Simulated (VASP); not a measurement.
# TlRu (P6/mmm) in VASP: further runs

Aim: see how the results for TlRu move with the level of theory and the settings. Levels: r2SCAN, TPSS, r2SCAN+rVV10. Tasks: relaxation of cell and atoms.

All numbers are computed with VASP 6.6.1; they aren't measurements. Logs are shortened: lines on timing, memory, paths and dates and some standing lists are left out, and cuts for length are marked.

### Step 1. Starting point

Symmetry: P6/mmm, No. 191, hexagonal system. The conventional cell has a = 3.547 Å, b = 3.547 Å, c = 4.937 Å, α = 90.00°, β = 90.00°, γ = 120.00°. Tl (site symmetry 6/mmm) is surrounded by 2 Ru at 2.47 Å. Around Ru (site symmetry 6/mmm) lie 2 Tl at 2.47 Å.

The cell was built by a generator and needn't be a form met in nature.

### Step 2. Relaxation of cell and atoms, r2SCAN

The input, INCAR:

```
ALGO = Normal ; EDIFF = 1E-6
EDIFFG = -0.005 ; ENCUT = 600
IBRION = 2 ; ISIF = 3
ISMEAR = 1 ; LASPH = True
LCHARG = False ; LMIXTAU = True
LREAL = False ; LWAVE = False
METAGGA = R2SCAN ; NELM = 80
NSW = 60 ; PREC = Accurate
SIGMA = 0.1
```

The input, KPOINTS:

```
k-points
0
Gamma
  9 9 6
```

The input, POSCAR:

```
TlRu
1.0
    3.5471462100      0.0000000000      0.0000000000
   -1.7735731100      3.0719187300      0.0000000000
    0.0000000000      0.0000000000      4.9370145800
Tl Ru
1 1
Direct
    0.0000000000      0.0000000000      0.0000000000
    0.0000000000      0.0000000000      0.5000000000
```

Potentials or basis: VASP PAW PBE potentials, release 64 (Tl_d, Ru_pv).

Command:

```bash
$ cat potpaw_PBE.64/Tl_d/POTCAR potpaw_PBE.64/Ru_pv/POTCAR > POTCAR
$ mpirun -np 1 vasp_std > vasp.out
```

OUTCAR:

```text
EDIFF = 1E-6
   EDIFFG = -0.005
   ENCUT = 600
   IBRION = 2
   ISIF = 3
   ISMEAR = 1
   LASPH = True
   LREAL = False
   METAGGA = R2SCAN
   NELM = 80
   NSW = 60
   PREC = Accurate

 ion  position               nearest neighbor table
   1  0.000  0.000  0.000-   2 2.47   2 2.47
   2  0.000  0.000  0.500-   1 2.47   1 2.47

  LATTYP: Found a hexagonal cell.
 ALAT       =     3.5471462100
 C/A-ratio  =     1.3918272007

  Lattice vectors:

 A1 = (   3.5471462100,   0.0000000000,   0.0000000000)
 A2 = (  -1.7735731100,   3.0719187300,   0.0000000000)
 A3 = (   0.0000000000,   0.0000000000,   4.9370145800)

Analysis of symmetry for initial positions (statically):
=====================================================================
 Subroutine PRICEL returns:
 Original cell was already a primitive cell.

 Routine SETGRP: Setting up the symmetry group for a
 hexagonal supercell.

 Subroutine GETGRP returns: Found 24 space group operations
 (whereof 24 operations were pure point group operations)
 out of a pool of 24 trial point group operations.

The static configuration has the point symmetry D_6h.

Analysis of symmetry for dynamics (positions and initial velocities):
=====================================================================
 Subroutine PRICEL returns:
 Original cell was already a primitive cell.

 Routine SETGRP: Setting up the symmetry group for a
 hexagonal supercell.

 Subroutine GETGRP returns: Found 24 space group operations
 (whereof 24 operations were pure point group operations)
 out of a pool of 24 trial point group operations.

The dynamic configuration has the point symmetry D_6h.

 Subroutine INISYM returns: Found 24 space group operations
 (whereof 24 operations are pure point group operations),
 and found     1 'primitive' translations

----------------------------------------------------------------------------------------

                                     Primitive cell

  volume of cell :      53.7964

  direct lattice vectors                    reciprocal lattice vectors
     3.547146210  0.000000000  0.000000000     0.281916769  0.162764723  0.000000000
    -1.773573110  3.071918730  0.000000000     0.000000000  0.325529445  0.000000000
     0.000000000  0.000000000  4.937014580     0.000000000  0.000000000  0.202551559

  length of vectors
     3.547146210  3.547146214  4.937014580     0.325529446  0.325529445  0.202551559

  position of ions in fractional coordinates (direct lattice)
     0.000000000  0.000000000  0.000000000
     0.000000000  0.000000000  0.500000000

  ion indices of the primitive-cell ions
   primitive index   ion index
                 1           1
                 2           2

----------------------------------------------------------------------------------------

 KPOINTS: k-points

Automatic generation of k-mesh.
 Grid dimensions read from file:
 generate k-points for:    9    9    6

 Generating k-lattice:

  Cartesian coordinates                     Fractional coordinates (reciprocal lattice)
     0.031324085  0.018084969  0.000000000     0.111111111 -0.000000000  0.000000000
     0.000000000  0.036169938  0.000000000     0.000000000  0.111111111  0.000000000
     0.000000000  0.000000000  0.033758593     0.000000000  0.000000000  0.166666667

  Length of vectors
     0.036169938  0.036169938  0.033758593

  Shift w.r.t. Gamma in fractional coordinates (k-lattice)
     0.000000000  0.000000000  0.000000000

 Subroutine IBZKPT returns following result:
 ===========================================

 Found     48 irreducible k-points:

 Following reciprocal coordinates:
            Coordinates               Weight
  0.000000  0.000000  0.000000      1.000000
  0.111111 -0.000000  0.000000      6.000000
  0.222222 -0.000000  0.000000      6.000000
  0.333333 -0.000000  0.000000      6.000000
  0.444444 -0.000000  0.000000      6.000000
  0.111111  0.111111  0.000000      6.000000
[... 16 lines left out ...]
  0.333333  0.222222  0.166667     24.000000
  0.333333  0.333333  0.166667      4.000000
 [... further k-points ...]
   k-points           NKPTS =     48   k-points in BZ     NKDIM =     48   number of bands    NBANDS=     17
   number of dos      NEDOS =    301   number of ions     NIONS =      2
   total plane-waves  NPLWV =  31360
   dimension x,y,z NGX =    28 NGY =   28 NGZ =   40
   dimension x,y,z NGXF=    56 NGYF=   56 NGZF=   80
   ions per type =               1   1
   NGX,Y,Z   is equivalent  to a cutoff of  13.12, 13.12, 13.47 a.u.
   NGXF,Y,Z  is equivalent  to a cutoff of  26.25, 26.25, 26.94 a.u.
 SYSTEM =  unknown system
   PREC   = accura    normal or accurate (medium, high low for compatibility)
   ISTART =      0    job   : 0-new  1-cont  2-samecut
   ICHARG =      2    charge: 1-file 2-atom 10-const
   ISPIN  =      1    spin polarized calculation?
   LNONCOLLINEAR =      F non collinear calculations
   LSORBIT =      F    spin-orbit coupling
   LASPH  =      T    aspherical Exc in radial PAW
   ENCUT  =  600.0 eV  44.10 Ry    6.64 a.u.   7.08  7.08  9.86*2*pi/ulx,y,z
   NELM   =     80;   NELMIN=  2; NELMDL= -5     # of ELM steps
   EDIFF  = 0.1E-05   stopping-criterion for ELM
   LREAL  =      F    real-space projection
   EDIFFG = -.5E-02   stopping-criterion for IOM
   NSW    =     60    number of steps for IOM
   IBRION =      2    ionic relax: 0-MD 1-quasi-New 2-CG
   NFREE  =      1    steps in history (QN), initial steepest desc. (CG)
   ISIF   =      3    stress and relaxation
   ISYM   =      2    0-nonsym 1-usesym 2-fastsym
   POTIM  = 0.5000    time-step for ionic-motion
   TEBEG  =    0.0;   TEEND  =   0.0 temperature during run
   PSTRESS=    0.0 pullay stress
   NELECT =      27.0000    total number of electrons
   NUPDOWN=      -1.0000    fix difference up-down
   EMIN   =  10.00;   EMAX   =-10.00  energy-range for DOS
   EFERMI =   0.00;   METHOD = LEGACY
   ISMEAR =     1;   SIGMA  =   0.10  broadening in eV -4-tet -1-fermi 0-gaus
   EFERMI_NEDOS =   21; number of points for ismear=-14 and -15
   IALGO  =     38    algorithm
   IMIX   =      4    mixing-type and parameters
     AMIX     =   0.40;   BMIX     =  1.00
     AMIX_MAG =   1.60;   BMIX_MAG =  1.00
  volume/ion in A,a.u.               =      26.90       181.52
  Fermi-wavevector in a.u.,A,eV,Ry     =   1.301003  2.458539 23.029346  1.692609
  Thomas-Fermi vector in A             =   2.432165
   LORBIT       =      0    0 simple, 1 ext, 2 COOP (PROOUT), +10 PAW based schemes
   METAGGA = R2SCAN    functional components
   LHFCALC =     F    Hartree Fock is set to
   AEXX    =    0.0000 exact exchange contribution
   IVDW    =     0    specifies the selected vdW correction
   LEPSILON=     F    determine dielectric tensor
   LRPA    =     F    only Hartree local field effects (RPA)
 conjugate gradient relaxation of ions
 non-spin polarized calculation
 Methfessel and Paxton  Order N= 1 SIGMA  =   0.10
  energy-cutoff  :      600.00
  volume of cell :       53.80
 maximum number of plane-waves:      1821
   NGX = 15   NGY = 15   NGZ = 19

--------------------------------------- Ionic step        1  -------------------------------------------

 number of electron      26.9999996 magnetization

 Free energy of the ion-electron system (eV)
  ---------------------------------------------------
  ext. energy  EPLUGINS =         0.00000000
  ---------------------------------------------------
  free energy    TOTEN  =       -74.80033905 eV

  energy without entropy =      -74.79858636  energy(sigma->0) =      -74.79975482

------------------------ aborting loop because EDIFF is reached ----------------------------------------

  FORCE on cell =-STRESS in cart. coord.  units (eV):
  Direction    XX          YY          ZZ          XY          YZ          ZX
  --------------------------------------------------------------------------------------
  -------------------------------------------------------------------------------------
  Total       -4.6508335     -4.6508335      7.3466693      0.0000000      0.0000000      0.0000000
  in kB     -138.5122408   -138.5122409    218.8002683      0.0000002      0.0000000      0.0000000
  external PRESSURE =     -19.4080711 kB  Pullay stress =       0.0000000 kB
[... 89 lines left out ...]
  FREE ENERGIE OF THE ION-ELECTRON SYSTEM (eV)
  ---------------------------------------------------
  free  energy   TOTEN  =       -75.6605409386 eV

  energy  without entropy=      -75.6616257237  energy(sigma->0) =      -75.66090253

 E-fermi :  11.2971     XC(G=0): -13.6962

 val. band max:       11.2922977676   @ k =   0.4444  -0.0000   0.3333
 cond. band min:      11.3113888175   @ k =   0.2222   0.1111   0.5000
 fundamental gap:      0.0190910499
 Fermi energy:        11.2970851284

 k-point     1 :       0.0000    0.0000    0.0000
  band No.  band energies     occupation
      1     -32.5801      2.00000
      2     -31.9943      2.00000
      3     -31.9943      2.00000
      4      -5.0630      2.00000
      5      -3.1199      2.00000
      6      -3.1199      2.00000
[... 9 lines left out ...]
     16      12.1825     -0.00000
     17      20.5613      0.00000
[... 443 lines left out ...]
      1     -32.6988      2.00000
      2     -32.6988      2.00000
      3     -32.4123      2.00000
      4      -2.7470      2.00000
      5      -2.7470      2.00000
      6      -2.5687      2.00000
[... 9 lines left out ...]
     16      12.7131     -0.00000
     17      16.9933      0.00000

 [... further k-points ...]

[... ionic steps 4 to 10 ...]

--------------------------------------- Ionic step       11  -------------------------------------------

 number of electron      27.0000007 magnetization

------------------------ aborting loop because EDIFF is reached ----------------------------------------

  FORCE on cell =-STRESS in cart. coord.  units (eV):
  Direction    XX          YY          ZZ          XY          YZ          ZX
  --------------------------------------------------------------------------------------
  -------------------------------------------------------------------------------------
  Total        0.0013323      0.0013323     -0.0326225     -0.0000000      0.0000000      0.0000000
  in kB        0.0533611      0.0533611     -1.3065522     -0.0000000      0.0000000      0.0000000
  external PRESSURE =      -0.3999433 kB  Pullay stress =       0.0000000 kB
[... 57 lines left out ...]
  energy  without entropy=      -76.2353190884  energy(sigma->0) =      -76.23510944

--------------------------------------- Ionic step       13  -------------------------------------------

 number of electron      27.0000007 magnetization

 Free energy of the ion-electron system (eV)
  ---------------------------------------------------
  ext. energy  EPLUGINS =         0.00000000
  ---------------------------------------------------
  free energy    TOTEN  =       -76.23501038 eV

  energy without entropy =      -76.23530054  energy(sigma->0) =      -76.23510710

 E-fermi :   8.7824     XC(G=0): -12.7760

 val. band max:        8.7799508863   @ k =   0.2222   0.1111   0.1667
 cond. band min:       8.8097020476   @ k =   0.3333  -0.0000   0.1667
 fundamental gap:      0.0297511613
 Fermi energy:         8.7823509595

 k-point     1 :       0.0000    0.0000    0.0000
  band No.  band energies     occupation
      1     -34.6210      2.00000
      2     -34.3822      2.00000
      3     -34.3822      2.00000
      4      -4.9330      2.00000
      5      -4.1470      2.00000
      6      -4.1470      2.00000
[... 9 lines left out ...]
     16      10.4372     -0.00000
     17      18.5090      0.00000
[... 443 lines left out ...]
      1     -34.6351      2.00000
      2     -34.6351      2.00000
      3     -34.5672      2.00000
      4      -3.8233      2.00000
      5      -3.8233      2.00000
      6      -3.8154      2.00000
[... 9 lines left out ...]
     16      10.1153     -0.00000
     17      13.8263      0.00000

 [... further k-points ...]

------------------------ aborting loop because EDIFF is reached ----------------------------------------

  FORCE on cell =-STRESS in cart. coord.  units (eV):
  Direction    XX          YY          ZZ          XY          YZ          ZX
  --------------------------------------------------------------------------------------
  -------------------------------------------------------------------------------------
  Total       -0.0007781     -0.0007781     -0.0022362      0.0000000      0.0000000      0.0000000
  in kB       -0.0311737     -0.0311737     -0.0895925      0.0000000      0.0000000      0.0000000
  external PRESSURE =      -0.0506466 kB  Pullay stress =       0.0000000 kB
[... 17 lines left out ...]
  FREE ENERGIE OF THE ION-ELECTRON SYSTEM (eV)
  ---------------------------------------------------
  free  energy   TOTEN  =       -76.2350103814 eV

  energy  without entropy=      -76.2353005365  energy(sigma->0) =      -76.23510710

 reached required accuracy - stopping structural energy minimisation
```

It took 16 min on 1 thread of AMD EPYC 9R45 (Zen 5), shared host; peak memory 0.21 GiB.

What came out:

| Quantity | Value |
| --- | --- |
| Free energy | -76.2350 eV |
| Relaxed volume | 20.00 Å³/atom |
| Relaxed cell | a = 2.925 Å, b = 2.925 Å, c = 5.399 Å, α = 90.00°, β = 90.00°, γ = 120.00° |
| Space group after relaxing (to 0.05 Å) | P6/mmm (No. 191) |
| Energy gained by relaxing | 717.3 meV/atom |
| Ionic steps | 13 |
| Pressure after relaxing | 0.0 GPa |
| Band gap on the k mesh | none (metal or under the smearing width) |

Step by step:
| step | energy change (eV) | largest force (eV/Å) | pressure (GPa) | volume (Å³) |
| --- | --- | --- | --- | --- |
| 1 | 0.0000 | 0.0000 | -1.94 | 53.80 |
| 2 | -0.8618 | 0.0000 | -14.57 | 49.92 |
| 3 | -0.8602 | 0.0000 | -14.58 | 49.95 |
| 4 | -0.4512 | 0.0000 | 33.71 | 34.60 |
| 5 | -1.3074 | 0.0000 | -5.03 | 42.15 |
| 6 | -1.3091 | 0.0000 | -4.34 | 41.87 |
| 7 | -1.4333 | 0.0000 | -0.56 | 40.25 |
| 8 | -1.4336 | 0.0000 | -0.83 | 40.31 |
| 9 | -1.4335 | 0.0000 | -0.97 | 40.34 |
| 10 | -1.4343 | 0.0000 | 0.53 | 39.81 |
| 11 | -1.4347 | 0.0000 | -0.04 | 40.00 |
| 12 | -1.4347 | 0.0000 | -0.01 | 40.00 |
| 13 | -1.4347 | 0.0000 | -0.01 | 39.99 |

Final structure:
```cif
data_structure
_symmetry_space_group_name_H-M 'P 1'
_symmetry_Int_Tables_number 1
_cell_length_a 2.9246
_cell_length_b 2.9246
_cell_length_c 5.3986
_cell_angle_alpha 90.000
_cell_angle_beta 90.000
_cell_angle_gamma 120.000
_cell_volume 39.99
loop_
_atom_site_label
_atom_site_type_symbol
_atom_site_fract_x
_atom_site_fract_y
_atom_site_fract_z
_atom_site_occupancy
Tl1 Tl 0.00000 0.00000 0.00000 1
Ru1 Ru 0.00000 0.00000 0.50000 1
```

Caveat: the volume moved by over 15 % at a fixed basis, so the end points are rough; the PAW data sets were made with another functional, which shifts forces and pressure a little. The run has no spin-orbit coupling, so splittings on Tl are missing.

### Step 3. Relaxation of cell and atoms, TPSS

The input, INCAR:

```
PREC     = Accurate       # precision mode
ENCUT    = 600            # plane-wave cutoff, eV
EDIFF    = 1E-6           # SCF threshold, eV
ISMEAR   = 1              # smearing method
SIGMA    = 0.1            # smearing width, eV
LREAL    = F              # projectors in reciprocal space
LASPH    = T              # aspherical terms in the spheres
NELM     = 80             # most SCF steps
ALGO     = Normal         # electronic algorithm
ISIF     = 3              # what is computed and relaxed
LWAVE    = F              # write WAVECAR
LCHARG   = F              # write CHGCAR
METAGGA  = TPSS           # meta-GGA
LMIXTAU  = T            
IBRION   = 2              # ionic algorithm
NSW      = 40             # ionic steps
EDIFFG   = -0.005         # ionic threshold
```

The input, KPOINTS:

```
Automatic mesh
0
Gamma
  9 9 6
```

POSCAR is that of step 2.

Potentials or basis: VASP PAW PBE potentials, release 64 (Tl_d, Ru_pv).

Command:

```bash
$ cat potpaw_PBE.64/Tl_d/POTCAR potpaw_PBE.64/Ru_pv/POTCAR > POTCAR
$ mpirun -np 1 vasp_std > vasp.out
```

Run time: 22 min. Hardware: 1 thread of AMD EPYC 9R45 (Zen 5), shared host; peak memory 0.21 GiB.

The run converged. Its results:

```
Free energy                            : -17.3308 eV
Relaxed volume                         : 19.94 Å³/atom
Relaxed cell                           : a = 2.919 Å, b = 2.919 Å, c = 5.404 Å, α = 90.00°, β = 90.00°, γ = 120.00°
Space group after relaxing (to 0.05 Å) : P6/mmm (No. 191)
Energy gained by relaxing              : 799.5 meV/atom
Ionic steps                            : 22
Pressure after relaxing                : 0.0 GPa
Band gap on the k mesh                 : none (metal or under the smearing width)
```

The path:
```csv
step,energy change (eV),largest force (eV/Å),pressure (GPa),volume (Å³)
1,0.0000,0.0000,-1.51,53.80
2,-0.9693,0.0000,-14.89,50.13
3,-0.9360,0.0000,-15.09,50.80
4,-0.4996,0.0000,36.13,34.35
5,-1.4658,0.0000,-5.50,42.25
6,-1.4682,0.0000,-4.71,41.93
7,-1.4686,0.0000,-4.22,41.72
8,-1.5937,0.0000,0.77,39.75
9,-1.5987,0.0000,-0.40,40.04
10,-1.5988,0.0000,-0.49,40.07
11,-1.5989,0.0000,0.24,39.81
12,-1.5990,0.0000,-0.04,39.90
13,-1.5990,0.0000,-0.08,39.90
14,-1.5990,0.0000,0.09,39.85
15,-1.5990,0.0000,0.09,39.89
16,-1.5990,0.0000,-0.02,39.89
17,-1.5991,0.0000,0.00,39.88
18,-1.5991,0.0000,0.08,39.88
19,-1.5991,0.0000,0.01,39.90
20,-1.5991,0.0000,-0.04,39.89
21,-1.5991,0.0000,0.01,39.89
22,-1.5991,0.0000,-0.01,39.89
```

Final structure:
```cif
data_structure
_symmetry_space_group_name_H-M 'P 1'
_symmetry_Int_Tables_number 1
_cell_length_a 2.9194
_cell_length_b 2.9194
_cell_length_c 5.4039
_cell_angle_alpha 90.000
_cell_angle_beta 90.000
_cell_angle_gamma 120.000
_cell_volume 39.89
loop_
_atom_site_label
_atom_site_type_symbol
_atom_site_fract_x
_atom_site_fract_y
_atom_site_fract_z
_atom_site_occupancy
Tl1 Tl 0.00000 0.00000 0.00000 1
Ru1 Ru 0.00000 0.00000 0.50000 1
```

Levels at points of the mesh, in eV from the Fermi level:
```csv
k point,band 11,band 12,band 13,band 14,band 15,band 16
"(0.00, 0.00, 0.00)",-2.57,-1.04,-1.04,0.46,0.46,1.57
"(0.00, 0.00, 0.50)",-3.06,-1.05,-1.05,0.34,0.34,5.95
```

Caveat: the volume moved by over 15 % at a fixed basis, so the end points are rough; the PAW data sets were made with another functional, which shifts forces and pressure a little. The run has no spin-orbit coupling, so splittings on Tl are missing.

(Continued in part 2 of 2.)
